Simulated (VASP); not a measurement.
# Ta(110) over its thickness, part 3 of 3

How many layers does a slab of Ta(110) need before surface energy, work function and relaxation settle?

VASP 6.6.1; PBE; plane waves and PAW (Ta).

So far. Step 20 (Surface relaxation, layers 12): The run ended after 11 ionic steps, 0.064 eV below its first step, once the forces on the free atoms met EDIFFG = -0.01. Step 21 (The vacuum level, layers 12): The vacuum level lies 4.74 eV above the Fermi level at the upper face; both faces agree, as the slab has next to no dipole.

## 22. Relaxing the slab, layers 14

System of this step: Ta(110). The cell holds 14 atoms: 14 Ta. Its edges and angles: a = 3.310 Å, b = 2.867 Å, c = 45.427 Å, α = 90.0°, β = 90.0°, γ = 54.7°. It derives from Ta. 14 layers of bcc Ta, cut at this functional's lattice. Vacuum lies along c.

Contents of INCAR:

```
SYSTEM = Ta
PREC = Normal
ENCUT = 320
EDIFF = 1E-06
NELM = 120
ISMEAR = 1
SIGMA = 0.15
LREAL = Auto
ALGO = Fast
GGA = PE
NBANDS = 49
LASPH = .TRUE.
LORBIT = 11
LWAVE = .FALSE.
LCHARG = .FALSE.
KPAR = 4
IBRION = 2
NSW = 50
ISIF = 2
EDIFFG = -0.01
POTIM = 0.4
MAXMIX = 40
```

Contents of POSCAR:

```
Ta
1.0
    3.3100000000      0.0000000000      0.0000000000
    1.6550000000      2.3405234457      0.0000000000
    0.0000000000      0.0000000000     45.4268047945
Ta
14
Direct
    0.5000000000      0.0000000000      0.1651007600
    0.0000000000      0.0000000000      0.2166237200
    0.5000000000      0.0000000000      0.2681466800
    0.0000000000      0.0000000000      0.3196696400
    0.5000000000      0.0000000000      0.3711926000
    0.0000000000      0.0000000000      0.4227155600
    0.5000000000      0.0000000000      0.4742385200
    0.0000000000      0.0000000000      0.5257614800
    0.5000000000      0.0000000000      0.5772844400
    0.0000000000      0.0000000000      0.6288074000
    0.5000000000      0.0000000000      0.6803303600
    0.0000000000      0.0000000000      0.7318533200
    0.5000000000      0.0000000000      0.7833762800
    0.0000000000      0.0000000000      0.8348992400
```

Contents of KPOINTS:

```
Automatic mesh
0
Gamma
14 14 1
0 0 0
```

Potentials, in the order of the species: Ta (PBE family, release 64).

Command:

```bash
$ mpirun -np 4 vasp_std
```

Elapsed: 13 min, on 4 MPI ranks of Intel Xeon 6975P-C (Granite Rapids), shared host; peak memory 1.7 GiB; 54 min of CPU time.

The run ended after 13 ionic steps, 0.065 eV below its first step, once the forces on the free atoms met EDIFFG = -0.01.

## 23. The vacuum level, layers 14

INCAR: that of step 22 with these lines changed.

```diff
@@ -16,7 +16,6 @@
 KPAR = 4
-IBRION = 2
-NSW = 50
-ISIF = 2
-EDIFFG = -0.01
-POTIM = 0.4
-MAXMIX = 40
+IDIPOL = 3
+LDIPOL = .TRUE.
+DIPOL = 0.5 0.5 0.5
+LVHAR = .TRUE.
+LVACPOTAV = .TRUE.
```

Contents of POSCAR:

```
Ta
1.0
    3.3100000000      0.0000000000      0.0000000000
    1.6550000000      2.3405234457      0.0000000000
    0.0000000000      0.0000000000     45.4268047945
Ta
14
Direct
    0.5000000000      0.0000000000      0.1670490700
    0.0000000000      0.0000000000      0.2160245674
    0.5000000000      0.0000000000      0.2676409815
    0.0000000000      0.0000000000      0.3191970869
    0.5000000000      0.0000000000      0.3708676603
    0.0000000000      0.0000000000      0.4225161379
    0.5000000000      0.0000000000      0.4741749307
    0.0000000000      0.0000000000      0.5258250693
    0.5000000000      0.0000000000      0.5774838621
    0.0000000000      0.0000000000      0.6291323397
    0.5000000000      0.0000000000      0.6808029131
    0.0000000000      0.0000000000      0.7323590185
    0.5000000000      0.0000000000      0.7839754326
    0.0000000000      0.0000000000      0.8329509300
```

KPOINTS is that of step 22.

Command:

```bash
$ mpirun -np 4 vasp_std
```

Run time: 4 min. Hardware: 4 MPI ranks; peak memory 1.6 GiB.

The planar average of the electrostatic potential oscillates, so the rows of the table below give means over windows of 2.33 Å about each position, cut where the curve ends. Its maxima inside the range that stand out by 2 % of the span (Å: eV): 8.7: -2.30, 11.0: -1.29, 13.3: -1.32, 15.7: -1.25, 18.1: -1.28, 20.3: -1.27, 22.7: -1.24, 25.1: -1.27, 27.4: -1.28, 29.8: -1.25, 32.1: -1.32, 34.4: -1.29, 36.7: -2.30. Its minima: 7.6: -9.90, 9.8: -9.77, 12.2: -9.69, 14.5: -9.70, 16.8: -9.70, 19.2: -9.71, 21.6: -9.69, 23.8: -9.69, 26.2: -9.71, 28.6: -9.70, 30.9: -9.70, 33.3: -9.69, 35.7: -9.77, 37.8: -9.90.

Zero at the Fermi level. The planar average of the electrostatic potential by height; means over each step:

height (Å), planar average of the electrostatic potential (eV) and a bar from the least value:
```
     1.17       4.74 ##############################
     3.50       4.72 ##############################
     5.83       2.00 #######################
     8.16      -6.27 
    10.48      -5.72 ##
    12.82      -5.67 ##
    15.14      -5.68 ##
    17.48      -5.67 ##
    19.80      -5.67 ##
    22.13      -5.67 ##
    24.46      -5.67 ##
    26.80      -5.68 ##
    29.12      -5.68 ##
    31.45      -5.69 ##
    33.79      -5.68 ##
    36.12      -6.14 
    38.45      -4.42 #####
    40.77       4.52 #############################
    43.10       4.74 ##############################
```

The vacuum level lies 4.74 eV above the Fermi level at the upper face; both faces agree, as the slab has next to no dipole.

The program found no field-free point at its default tolerance, but its printed level agrees with the flat part of the planar average.

## 24. All thicknesses together

This step: a metal face over its thickness, PBE; plane waves and PAW (VASP 6.6.1).

No new run; the numbers come from the runs before.

This step gave:

* slope energy per layer: -11.86 eV
* surface energy from the fit: 2.364 J/m²

Symmetric slabs, all atoms free; energies from the ends of the relaxations. Thickness series, by row:

```
layers  slab energy plus 11.4 eV a layer (eV)  surface energy from the bulk run (J/m²)  work function (eV)  change of the top spacing (%)
     4                                 0.4248                                    2.347                4.76                         -5.524
     5                                -0.0225                                    2.361               4.739                         -5.059
     6                                -0.4901                                    2.355               4.721                         -5.097
     7                                -0.9559                                     2.35               4.727                         -4.986
     8                                 -1.416                                    2.351               4.725                         -4.925
     9                                 -1.885                                    2.343               4.732                         -4.933
    10                                 -2.352                                    2.337               4.739                         -5.081
    11                                 -2.807                                    2.344               4.743                         -5.043
    12                                 -3.271                                    2.341               4.743                         -4.846
    14                                 -4.193                                    2.341               4.737                         -4.944
```

The third column takes -11.8612 eV an atom from the bulk run, over twice the area of 7.747 Å². The fit needs no bulk run: the intercept of energy against layers is twice the area times the surface energy.

## 25. What came out

| Quantity | Value |
| --- | --- |
| surface energy from the fit | 2.36 J/m² |
| slope energy per layer | -11.9 eV |

**Reading.** A straight line through the slab energies from 7 to 12 layers gives a surface energy of 2.36 J/m² for Ta(110); with one or two rows fewer at either end it runs from 2.34 to 2.39. Its slope differs from the bulk run's energy by -2.0 meV a layer, and the value counted from the bulk run goes from 2.35 J/m² at 4 layers to 2.34 at 12. Over the series the work function lies between 4.72 and 4.76 eV, and the top spacing changes by -5.5 to -4.8 %. Slabs of more than 12 layers ran with LREAL = Auto and the others without, so they are kept out of the line. The top spacing is counted from the bulk run's spacing, and the inner spacings of a slab can differ from that too. Swings with thickness mix quantum size effects with the sampling of the mesh and the force threshold.

[Lines on the potential files, build, host, timing and source positions are cut from VASP's logs without a mark.]

[Logs are printed without paths, hosts, clocks, repeated set-up lines and the standing remarks that a program may print on its own settings, such as how far it seeks lower states.]

[Hosts, paths, dates, database ids (printed as entryN), source tags and the programs' standing remarks are cut or masked in the printed files.]

[Runs that stopped without an error message from VASP are left out.]
